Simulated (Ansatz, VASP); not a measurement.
## MoS2: VASP beside Ansatz

Aim: how closely do two programs agree when they are given the same cell, functional and k mesh? The cell is taken from a series of runs on this material, whose earlier steps may have relaxed, scaled, displaced or heated it; both programs get it as it stands.

Program: Ansatz 0.2.0. Level of theory: plane waves, with VASP 6.6.1 beside it; zone-centre phonons at PBEsol. Results are calculated unless marked as measured.

**1. The starting structure**

Symmetry: P-3m1, No. 164, trigonal system. Conventional cell: a = 3.141 Å, b = 3.141 Å, c = 6.118 Å, α = 90.00°, β = 90.00°, γ = 120.00°. Nearest to Mo lie 6 S at 2.41 Å. Nearest to S lie 3 Mo at 2.41 Å. Farther neighbours and most contacts between anions are not listed.

**2. Ansatz: zone-centre phonons, PBEsol**

Ansatz runs on its default PAW (the set named soft_2) files.

Second derivatives magnify differences that forces hide, and they need a tight electronic threshold.

Input file input.yaml:

```yaml
crystal:
  lattice:
    - [3.1409347774, 0.0, 0.0]
    - [-1.5704673887, 2.7201293089, 0.0]
    - [0.0, 0.0, 6.1182049722]
  atoms:
    - { symbol: Mo, position: [0.0, 0.0, 0.5] }
    - { symbol: S, position: [0.3333333333, 0.6666666667, 0.2407623372] }
    - { symbol: S, position: [0.6666666667, 0.3333333333, 0.7592376628] }
kpoints:
  mp_grid: { grid: [15, 15, 8] }
hamiltonian:
  xc: pbesol
scf:
  occupations: { method: methfessel_paxton, width: 0.2 }
output:
  eigenvalues: true
phonons:
  method: dfpt
```

Run with:

```console
ansatz run input.yaml --threads 8 --pin off --max-ram 16384MiB --backend cpu --events-out ev --progress --plain --runs-dir out
```

Numbers of over 12 decimals in the logs are rounded to 6 here.

Output:

```text
Engine: ansatz 0.2.0, aarch64-unknown-linux-gnu
Pseudopotentials: kind: paw
Pseudopotential: Mo, paw, valence charge 14, recommended cutoff 420 eV (normal), Mo.paw.azcp
Pseudopotential: S, paw, valence charge 6, recommended cutoff 420 eV (normal), S.paw.azcp
Functional definition: PBEsol
  exchange = pbesol_x
  correlation = pbesol_c
Crystal: 3 atoms, lattice volume = 52.272 Å³
Basis set: ecut = 420 eV, 1005 PW (Γ), exchange–correlation on 48×48×90 points (8 copies of the dense FFT grid, shifted against one another)
Bands: 17, of which v1, the nominal top of the filled ones, is band 13 counted from 1 (12 counted from 0)
Symmetry: 12 space group operations
k-points: 488 of 1800 (irreducible under 2 space group operations, time reversal used)
Non-local potential: Mo, projectors of the file, l = 0: 3, l = 1: 2, l = 2: 2, l = 3: 1
Non-local potential: S, projectors of the file, l = 0: 2, l = 1: 2, l = 2: 2
PAW form: soft (Blöchl's): semilocal exchange-correlation on the pseudo side does not see the compensation charge
PAW frozen core: Mo, regenerated for the run's functional, and the local potential with it (the file was generated under x = pbe(κ = 0.804, μ = 0.219515), c = pbe(β = 0.066725))
PAW frozen core: S, regenerated for the run's functional, and the local potential with it (the file was generated under x = pbe(κ = 0.804, μ = 0.219515), c = pbe(β = 0.066725))
PAW one-centre angular grid: Mo, 590 points (default); XC on 64 Gauss nodes
PAW one-centre angular grid: S, 110 points (default); XC on 64 Gauss nodes
Initial density: superposition of atomic densities (neutral atoms: chi_scale 0, normalization atom), corrected by the library's trained network
Initial wavefunctions: pseudopotential atomic-orbital guess
Functional: x = pbesol(κ = 0.804, μ = 0.123457), c = pbesol(β = 0.046)
SCF iter   1: F=—  HF=-6669.338770 eV  |F-HF|=—  |Δ(HF+E_count)|=         —  Δρ=5.54e-3  dr2=1.17e-2  ethr=1.77e-3  ⟨swp⟩=5.0  Hψ=43660  notcnv=0
preconditioner: auto → Kerker (q_TF=auto, 2.429 Å⁻¹)  [metal: Δε(μ)=0.019 eV  Ē_g=8.028 eV  σ=0.200 eV  W_gap=0.08  n_scr=10 (ndim 8)  ℏωp=21.8 eV  f_vac=0.008  D(μ)=1.16/eV (n_scr^D=2)]
SCF iter   2: F=—  HF=-6669.337216 eV  |F-HF|=—  |Δ(HF+E_count)|=   1.55e-3  S|Δr|=    0.00e0  Δρ=3.08e-3  dr2=4.19e-3  ethr=4.51e-5  ⟨swp⟩=1.8  Hψ=14923  notcnv=0
SCF iter   3: F=—  HF=-6669.336426 eV  |F-HF|=—  |Δ(HF+E_count)|=   7.90e-4  S|Δr|=    0.00e0  Δρ=4.79e-4  dr2=2.40e-4  ethr=1.61e-5  ⟨swp⟩=2.1  Hψ=12382  notcnv=0
SCF iter   4: F=—  HF=-6669.336415 eV  |F-HF|=—  |Δ(HF+E_count)|=   1.16e-5  S|Δr|=    0.00e0  Δρ=1.71e-4  dr2=4.81e-5  ethr=9.24e-7  ⟨swp⟩=2.3  Hψ=12736  notcnv=0
SCF iter   5: F=—  HF=-6669.336417 eV  |F-HF|=—  |Δ(HF+E_count)|=   2.75e-6  S|Δr|=    0.00e0  Δρ=4.67e-5  dr2=5.61e-6  ethr=1.85e-7  ⟨swp⟩=2.2  Hψ=11525  notcnv=0
SCF iter   6: F=—  HF=-6669.336418 eV  |F-HF|=—  |Δ(HF+E_count)|=   8.52e-7  S|Δr|=    0.00e0  Δρ=1.68e-5  dr2=3.20e-7  ethr=2.16e-8  ⟨swp⟩=2.0  Hψ=11150  notcnv=0
SCF iter   7: F=—  HF=-6669.336418 eV  |F-HF|=—  |Δ(HF+E_count)|=   5.15e-7  S|Δr|=    0.00e0  Δρ=3.36e-6  dr2=6.98e-9  ethr=1.23e-9  ⟨swp⟩=2.0  Hψ=11748  notcnv=0
SCF iter   8: F=—  HF=-6669.336418 eV  |F-HF|=—  |Δ(HF+E_count)|=   5.08e-9  S|Δr|=    0.00e0  Δρ=8.96e-7  dr2=5.84e-10  ethr=2.68e-11  ⟨swp⟩=2.0  Hψ=12407  notcnv=0
SCF iter   9: F=—  HF=-6669.336418 eV  |F-HF|=—  |Δ(HF+E_count)|=  9.73e-11  S|Δr|=    0.00e0  Δρ=1.39e-7  dr2=1.52e-11  ethr=2.25e-12  ⟨swp⟩=2.3  Hψ=11232  notcnv=0
SCF iter  10: F=-6669.336418 eV  HF=-6669.336418 eV  |F-HF|=9.09e-13  |Δ(HF+E_count)|=  2.73e-12  S|Δr|=    0.00e0  Δρ=2.78e-8  dr2=4.26e-13  ethr=1.00e-12  ⟨swp⟩=5.9  Hψ=35469  notcnv=0
SCF 1 converged in 10 iterations: F = -6669.336418 eV  dr2 = 4.26e-13
  greatest PAW one-centre occupation: 0.999 electrons in one spin orbital (limit 2), on the Mo atom at site 0 (counted from 0), in its partial waves of l = 0
DFPT response loops at Γ: preconditioner auto → Kerker (q_TF=auto, 2.429 Å⁻¹) (partly filled bands, converged f_vac=0.008); β = 1.00, the filter's whole step (`scf.mixing.beta` (0.50) is not read by the response loops under this deck's `scf.mixing.preconditioner`; to damp them name `kerker` or `kerker_dos`, under which they read `scf.mixing.beta`, and type it under 1.00, their step now; both keys bind the ground state too); Broyden in place of MSR1
SCF converged after 10 iterations
Stability not checked: this state was not tested for a lower state beside it, because cold or Methfessel-Paxton smearing, or corrected tetrahedra, fill the levels in a way that the test cannot read (fill_not_monotonic; see scf.lower_state_search)
Free energy (F): -6669.336418 eV
Harris-Foulkes:  -6669.336418 eV  (|F-HF|=9.09e-13)
Internal energy: -6669.338519 eV  (E = F + TS)
E sigma→0 (E₀):  -6669.336943 eV
Entropy (-TS):   0.002101 eV (0.700 meV/atom)
Fermi energy:    11.443312 eV
--- Per-component energies (eV) ---
  E_band       = -147.254240
  E_kinetic    = 655.890036
  E_local      = -1899.274921  (includes V_loc(G=0)·N_el)
  E_nonlocal   = 201.804450
  E_hartree    = 726.620368
  E_xc         = -375.318667
  E_vxc        = -404.121287  (∫ρ·V_xc dr)
  E_paw        = -4311.946346  (= ΣΔE_a)
  E_vpaw       = -154.793289  (= ΣTr[D̂ρ^β])
  E_aug_tail   = 0.000038  (compensation charges beyond the density's cutoff)
  E_ewald      = -1667.446674
  E_core_change = 0.333198  (= ΣΔE_core)
  E_smearing   = 0.002101  (= −TS)
  E_closure    = 0.000000  (closes the sum)
  Σ components = -6669.336418   (vs F -6669.336418, Δ=0.00e0)
--- Band table (eV; the first three rows and the last of 488) ---
  k-point 0: bands = [... 9 lower, 9.6868, 9.8392, 10.5370, 10.5370, 11.3900, 11.3900, 14.5983, 14.5983]
  k-point 1: bands = [... 9 lower, 9.0293, 10.3904, 10.5354, 10.5354, 11.3710, 11.3710, 14.6371, 14.6371]
  k-point 2: bands = [... 9 lower, 8.2671, 10.5316, 10.5316, 10.8554, 11.3265, 11.3265, 14.7309, 14.7309]
  k-point 487: bands = [... 9 lower, 7.1214, 7.4320, 8.5734, 10.9727, 12.0386, 13.2063, 13.5339, 15.5380]
--- Phonons (Γ-DFPT): 4 representative perturbations + reference, on 488 of 1800 k-points (Σ response iterations 12) ---
  k mesh reduced under 2 symmetry operations, with k and −k counted as one. Each operation leaves every solved perturbation unchanged. A smaller set is not used because it would not reduce the number of displacements times k-points to solve
  ASR residual: 1.418e-5 → 0.000e0 eV/Å²; symmetrization residual: 6.618e-6 eV/Å²
  ASR residual per site (eV/Å²): 1.42e-5 7.20e-6 7.20e-6
  Γ frequencies (cm⁻¹): 0.00 0.00 0.00 221.49 221.49 266.04 266.04 372.85 398.21
  non-analytic LO–TO correction: not included (Born effective charges unavailable; polar crystals: no LO–TO splitting at Γ)
```

(Part 1 of 2 ends here.)

[Lines on the potential files, build, host, timing and source positions are cut from VASP's logs without a mark.]

[Logs are printed without paths, hosts, clocks, repeated set-up lines and the standing remarks that a program may print on its own settings, such as how far it seeks lower states.]

[Hosts, paths, dates, database ids (printed as entryN), source tags and the programs' standing remarks are cut or masked in the printed files.]
